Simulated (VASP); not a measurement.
Energy against volume of GaSb (zinc blende). Level of theory: TPSS meta-GGA, VASP's PBE PAW potentials (set 64) (plane waves; VASP 6.6.1). Numerical set-up: 520 eV cut-off, 10×10×10 Γ-centred mesh, first-order Methfessel-Paxton smearing of 0.10 eV, potentials Ga_d Sb.

```
V (Å³/atom)  E (eV/atom)
-----------  -----------
27.670         -11.57825
28.553         -11.59126
29.436         -11.59511
30.319         -11.59131
```

Q: Fit these four points and predict the energy of the run at 31.202 Å³/atom.

A: A cubic in V^(−2/3), the third-order Birch-Murnaghan form, passes through the four points with V0 = 29.41 Å³/atom and B0 = 46 GPa, and gives -11.5811 eV/atom there. The run gave -11.5810 eV/atom, +0.1 meV/atom from the fit; all five points give B0 = 47 GPa.

The compound is GaSb in the zinc blende structure. It was relaxed first.
